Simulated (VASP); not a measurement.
All values below come from PBEsol GGA, VASP's PBE PAW potentials (set 64) (plane waves; VASP).

A VASP calculation is set up with these files.

**KPOINTS**
```
K-points
0
Gamma
10 10 5
```

### INCAR
```
SYSTEM = RhO
PREC = Accurate
ENCUT = 520
EDIFF = 1E-6
NELM = 100
ALGO = Normal
LREAL = .FALSE.
LASPH = .TRUE.
ISMEAR = 1
SIGMA = 0.1
GGA = PS
LMAXMIX = 4
LWAVE = .FALSE.
LCHARG = .FALSE.
IBRION = 2
ISIF = 3
NSW = 60
EDIFFG = -0.02
```

**POSCAR**
```
RhO
1
    3.0428487802     0.0000000000    -0.0000000000
   -1.5214243901     2.6351841029     0.0000000000
    0.0000000000    -0.0000000000     5.3234508484
Rh O
2 2
Direct
  0.0000000000   0.0000000000   0.0000000000
  0.0000000000   0.0000000000   0.5000000000
  0.3333330000   0.6666670000   0.2500000000
  0.6666670000   0.3333330000   0.7500000000
```

POTCAR, in this order: Rh_pv O (PBE.64 set). Program: vasp_std.

What VASP printed:

### OUTCAR
```
 ion  position               nearest neighbor table
   1  0.000  0.000  0.000-   3 2.20   4 2.20   3 2.20   4 2.20   4 2.20   3 2.20   2 2.66   2 2.66
  LATTYP: Found a hexagonal cell.
 ALAT       =     3.0428487802
 C/A-ratio  =     1.7494956973
 Subroutine PRICEL returns:
 Original cell was already a primitive cell.
 Subroutine GETGRP returns: Found 24 space group operations
The static configuration has the point symmetry D_3d.
 The point group associated with its full space group is D_6h.
The dynamic configuration has the point symmetry D_3d.
 Subroutine INISYM returns: Found 24 space group operations
 Subroutine IBZKPT returns following result:
 Found     42 irreducible k-points:

 Following reciprocal coordinates:
            Coordinates               Weight
  0.000000  0.000000  0.000000      1.000000
  0.100000  0.000000  0.000000      6.000000
  0.200000  0.000000  0.000000      6.000000
  0.300000  0.000000  0.000000      6.000000
  0.400000  0.000000  0.000000      6.000000
  0.500000  0.000000  0.000000      3.000000
  0.100000  0.100000  0.000000      6.000000
  0.200000  0.100000  0.000000     12.000000
...
```

OSZICAR:
```
       N       E                     dE             d eps       ncg     rms          rms(c)
DAV:   1     0.471470285522E+03    0.47147E+03   -0.25995E+04  2116   0.185E+03
DAV:   2    -0.808022472655E+01   -0.47955E+03   -0.47278E+03  2493   0.540E+02
DAV:   3    -0.282605190215E+02   -0.20180E+02   -0.19895E+02  2192   0.115E+02
DAV:   4    -0.285895733546E+02   -0.32905E+00   -0.32558E+00  2413   0.142E+01
DAV:   5    -0.285940290471E+02   -0.44557E-02   -0.44511E-02  2210   0.164E+00    0.229E+01
DAV:   6    -0.272882416846E+02    0.13058E+01   -0.19005E+01  2397   0.355E+01    0.143E+01
DAV:   7    -0.263954304708E+02    0.89281E+00   -0.49545E+00  2567   0.211E+01    0.101E+01
DAV:   8    -0.263383684578E+02    0.57062E-01   -0.57379E-01  2273   0.646E+00    0.177E+00
DAV:   9    -0.263261803906E+02    0.12188E-01   -0.41295E-02  2141   0.154E+00    0.420E-01
DAV:  10    -0.263240687804E+02    0.21116E-02   -0.76005E-03  2336   0.683E-01    0.157E-01
DAV:  11    -0.263239898029E+02    0.78978E-04   -0.29329E-04  2294   0.142E-01    0.796E-02
DAV:  12    -0.263239914151E+02   -0.16123E-05   -0.96423E-06  2121   0.273E-02    0.460E-03
DAV:  13    -0.263239915258E+02   -0.11067E-06   -0.14675E-06  1192   0.103E-02
   1 F= -.26323992E+02 E0= -.26323464E+02  d E =-.263240E+02
```

### OUTCAR
```
------------------------ aborting loop because EDIFF is reached ----------------------------------------
  FORCE on cell =-STRESS in cart. coord.  units (eV):
  Direction    XX          YY          ZZ          XY          YZ          ZX
  --------------------------------------------------------------------------------------
  Total        0.0523763      0.0523763     -0.0635794      0.0000000      0.0000000     -0.0000000
  in kB        1.9658985      1.9658981     -2.3863958      0.0000000      0.0000000     -0.0000000
  external PRESSURE =       0.5151336 kB  Pullay stress =       0.0000000 kB
  volume of cell :       42.69
      direct lattice vectors                 reciprocal lattice vectors
     3.042848780  0.000000000  0.000000000     0.328639401  0.189740064  0.000000000
    -1.521424390  2.635184103  0.000000000     0.000000000  0.379480128  0.000000000
     0.000000000  0.000000000  5.323450848     0.000000000  0.000000000  0.187848076
 POSITION                                       TOTAL-FORCE (eV/Angst)
 -----------------------------------------------------------------------------------
      0.00000      0.00000      0.00000         0.000000     -0.000000      0.000000
      0.00000      0.00000      2.66173         0.000000     -0.000000      0.000000
     -0.00000      1.75679      1.33086         0.000000     -0.000000      0.000000
      1.52143      0.87839      3.99259        -0.000000      0.000000      0.000000
 -----------------------------------------------------------------------------------
    total drift:                                0.000000     -0.000000      0.000000
  FREE ENERGIE OF THE ION-ELECTRON SYSTEM (eV)
  ---------------------------------------------------
  free  energy   TOTEN  =       -26.3239915258 eV

  energy  without entropy=      -26.3224076923  energy(sigma->0) =      -26.32346358

 reached required accuracy - stopping structural energy minimisation
```
(Selected blocks of OUTCAR.)

**OUTCAR**
```
 val. band max:        9.5413350006   @ k =   0.2000   0.1000   0.4000

 cond. band min:       9.5691850267   @ k =   0.3000   0.2000   0.2000


 Fermi energy:         9.5526481672

 k-point     1 :       0.0000    0.0000    0.0000
  band No.  band energies     occupation
      1     -37.4213      2.00000
      2     -36.9546      2.00000
      3     -36.7431      2.00000
      4     -36.7431      2.00000
      5     -36.6976      2.00000
      6     -36.6976      2.00000
      7     -11.0335      2.00000
      8     -10.0357      2.00000
      9       1.0171      2.00000
     10       2.8378      2.00000
     11       2.8378      2.00000
     12       4.6673      2.00000
     13       5.1265      2.00000
     14       5.4993      2.00000
     15       5.4993      2.00000
     16       7.0010      2.00000
     17       7.0010      2.00000
     18       7.2071      2.00000
     19       7.2071      2.00000
     20       8.9122      2.00000
     21       8.9122      2.00000
     22       9.8887     -0.00002
     23      10.1379     -0.00000
     24      11.1602     -0.00000
     25      11.1602     -0.00000

 k-point     2 :       0.1000    0.0000    0.0000
  band No.  band energies     occupation
      1     -37.4178      2.00000
      2     -36.9529      2.00000
      3     -36.7603      2.00000
      4     -36.7472      2.00000
      5     -36.7130      2.00000
      6     -36.7013      2.00000
      7     -10.9440      2.00000
      8     -10.0538      2.00000
      9       1.2057      2.00000
     10       2.8544      2.00000
     11       2.8668      2.00000
     12       4.3700      2.00000
     13       4.6461      2.00000
     14       5.1604      2.00000
     15       5.1978      2.00000
     16       7.1655      2.00000
     17       7.3608      2.00000
     18       7.3809      2.00000
     19       7.5667      2.00000
     20       8.8906      2.00000
     21       9.0427      2.00000
     22       9.8908     -0.00002
     23      10.5938     -0.00000
...
```

The structure was generated: RhO was put into the NiAs type type (P6_3/mmc), which need not be its known phase. It was relaxed first. The start is the result of an earlier pass.
